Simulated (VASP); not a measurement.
A VASP calculation is set up with these files.

INCAR:
```
ALGO = Damped
EDIFF = 1E-6
ENCUT = 400
GGA = PE
ISIF = 2
ISMEAR = 0
LASPH = .TRUE.
LCHARG = .FALSE.
LMAXMIX = 4
LREAL = .FALSE.
LWAVE = .FALSE.
NELM = 100
PREC = Accurate
SIGMA = 0.05
SYSTEM = PbI2
```

File KPOINTS:
```
Automatic mesh
0
Gamma
6 6 4
0 0 0
```

POSCAR:
```
PbI2
4.560
  0.5000000000  -0.8660254386   0.0000000000
  0.5000000000   0.8660254386   0.0000000000
  0.0000000000   0.0000000000   1.5307017544
Pb I
1 2
Cartesian
  0.0000000000   0.0000000000   0.0000000000
  0.5000000000   0.2886757235   0.4102280702
  0.5000000000  -0.2886757235   1.1204736842
```

POTCAR, in this order: Pb_d I (PBE.64 set). Program: vasp_std.

Question: Write an equivalent input for Ansatz.

Answer: One equivalent input (not run):
Ansatz 0.2 input:
```yaml
crystal:
  lattice:
    - [2.2800000, -3.9490760, 0.0000000]
    - [2.2800000, 3.9490760, 0.0000000]
    - [0.0000000, 0.0000000, 6.9800000]
  atoms:
    - { symbol: Pb, position: [0.0000000, 0.0000000, 0.0000000] }
    - { symbol: I, position: [0.3333330, 0.6666670, 0.2680000] }
    - { symbol: I, position: [0.6666670, 0.3333330, 0.7320000] }
kpoints:
  mp_grid: { grid: [6, 6, 4] }
hamiltonian:
  xc: pbe
  pseudopotentials: { kind: paw }
scf:
  occupations: { method: gaussian, width: 0.05 }
  max_iter: 100
output: { forces: true, stress: true, eigenvalues: true }
```
What does not carry over: each code has its own PAW files, so the cut-off isn't converted (ENCUT is set for VASP's; basis.ecutwfc is left out, and Ansatz then takes the one that its files recommend); Ansatz stops its SCF on the density residual and VASP on the energy change (EDIFF).

The compound is PbI2 in the 1T layered structure. The cell was not relaxed at this level. The run is one of a series of settings (ALGO = Damped against the base run), some of them coarse on purpose.
